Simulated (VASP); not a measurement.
Here is the system:

```xyz
1
Lattice="0.0000 1.9516 1.9516 1.9516 0.0000 1.9516 1.9516 1.9516 0.0000" Properties=species:S:1:pos:R:3 pbc="T T T"
Au     0.0000     0.0000     0.0000
```

Level of theory: LDA (Ceperley-Alder, Perdew-Zunger), VASP's LDA PAW potentials (set 64) (plane waves; VASP). Run with 500 eV cut-off, 16×16×16 Γ-centred mesh, first-order Methfessel-Paxton smearing of 0.10 eV, potentials Au.

Unless said otherwise, spin-orbit coupling is left out, though it shifts the bands of the heavy elements here.

**Question.** Estimate the energy per atom (σ→0), pressure, band gap (on the k-mesh) with the smallest direct gap where there is one.

**Answer.** 
```
Quantity                                                    Result
------------------------  ----------------------------------------
band gap (on the k-mesh)  none (metal, semimetal or under 0.01 eV)
energy per atom (σ→0)                               -4.298 eV/atom
pressure                                                 29.92 GPa
```

Only differences to runs with the same potentials and settings are physical.

The compound is Au in the fcc structure. It was relaxed first under an external pressure of 30 GPa.
